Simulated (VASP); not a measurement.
VASP ran on this input.

File KPOINTS:
```
Automatic mesh
0
Gamma
6 6 6
0 0 0
```

**POSCAR**
```
Hg3ZnS4
5.7497430
  0.9999999359   0.0000000000   0.0000000000
  0.0000000000   0.9999999359   0.0000000000
  0.0000000000   0.0000000000   0.9999999359
Zn S Hg
1 4 3
Cart
  0.9999999359   0.0000000000   0.9999999359
  0.2349313618   0.2349313618   0.2349313618
  0.7650685740   0.7650685740   0.2349313618
  0.7650685740   0.2349313618   0.7650685740
  0.2349313618   0.7650685740   0.7650685740
  0.4999999679   0.4999999679   0.9999999359
  0.4999999679   0.0000000000   0.4999999679
  0.9999999359   0.4999999679   0.4999999679
```

### INCAR
```
SYSTEM = Hg3ZnS4
PREC = Accurate
ENCUT = 400
EDIFF = 1E-7
NELM = 100
ALGO = Normal
LREAL = .FALSE.
LASPH = .TRUE.
ISMEAR = -5
GGA = PS
LMAXMIX = 6
LWAVE = .FALSE.
LCHARG = .TRUE.
LORBIT = 11
NEDOS = 601
ISIF = 2
LEFG = .TRUE.
```

POTCAR, in this order: Zn S Hg (PBE.64 set). Program: vasp_std.

Task: Translate this PBEsol calculation to Ansatz.

Result: One equivalent input (not run):
Ansatz 0.2 input:
```yaml
crystal:
  lattice:
    - [5.7497426, 0.0000000, 0.0000000]
    - [0.0000000, 5.7497426, 0.0000000]
    - [0.0000000, 0.0000000, 5.7497426]
  atoms:
    - { symbol: Zn, position: [1.0000000, 0.0000000, 1.0000000] }
    - { symbol: S, position: [0.2349314, 0.2349314, 0.2349314] }
    - { symbol: S, position: [0.7650686, 0.7650686, 0.2349314] }
    - { symbol: S, position: [0.7650686, 0.2349314, 0.7650686] }
    - { symbol: S, position: [0.2349314, 0.7650686, 0.7650686] }
    - { symbol: Hg, position: [0.5000000, 0.5000000, 1.0000000] }
    - { symbol: Hg, position: [0.5000000, 0.0000000, 0.5000000] }
    - { symbol: Hg, position: [1.0000000, 0.5000000, 0.5000000] }
kpoints:
  mp_grid: { grid: [6, 6, 6] }
hamiltonian:
  xc: pbesol
  pseudopotentials: { kind: paw }
scf:
  occupations: { method: tetrahedron }
  max_iter: 100
output: { forces: true, stress: true, eigenvalues: true }
```
What does not carry over: each code has its own PAW files, so the cut-off isn't converted (ENCUT is set for VASP's; basis.ecutwfc is left out, and Ansatz then takes the one that its files recommend); Ansatz stops its SCF on the density residual and VASP on the energy change (EDIFF); the field gradients of LEFG aren't asked of the other code.

The structure was generated: Hg3ZnS4 was put into an ordered model structure (P-43m), which need not be its known phase. It was relaxed first.
